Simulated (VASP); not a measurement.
# BeHg$_{3}$Se$_{4}$ (ordered alloy cell): computed properties

Calculation: PBEsol GGA, VASP's PBE PAW potentials (set 64) (plane waves; VASP).

```json
{
 "space_group": "R3m (160)",
 "cell": "a = b = 4.150 Å, c = 41.536 Å, α = β = 90.00°, γ = 120.00°",
 "volume_per_atom": "25.82 Å^3/atom",
 "band gap (over mesh and band path)": "none (metal, semimetal or under 0.01 eV)",
 "density": "7.45 g/cm³"
}
```

```yaml
crystal:
  lattice:
    - [0.00000, 2.93478, 2.93478]
    - [2.93478, 0.00000, 2.93478]
    - [11.90660, 11.90660, -0.16747]
  atoms:
    - { symbol: Hg, position: [0.02889, 0.02889, 0.97833] }
    - { symbol: Hg, position: [0.00478, 0.00478, 0.24641] }
    - { symbol: Hg, position: [0.98230, 0.98230, 0.51328] }
    - { symbol: Se, position: [0.25559, 0.25559, 0.05831] }
    - { symbol: Se, position: [0.23275, 0.23275, 0.32544] }
    - { symbol: Se, position: [0.21216, 0.21216, 0.59088] }
    - { symbol: Se, position: [0.28158, 0.28158, 0.78881] }
    - { symbol: Be, position: [0.00194, 0.00194, 0.74854] }
```

Unless said otherwise, spin-orbit coupling is left out, though it shifts the bands of the heavy elements here.

The structure was generated: BeHg3Se4 was put into an ordered model structure (R3m), which need not be its known phase. It was relaxed first. Symmetry was kept, so distortions that lower it aren't found.
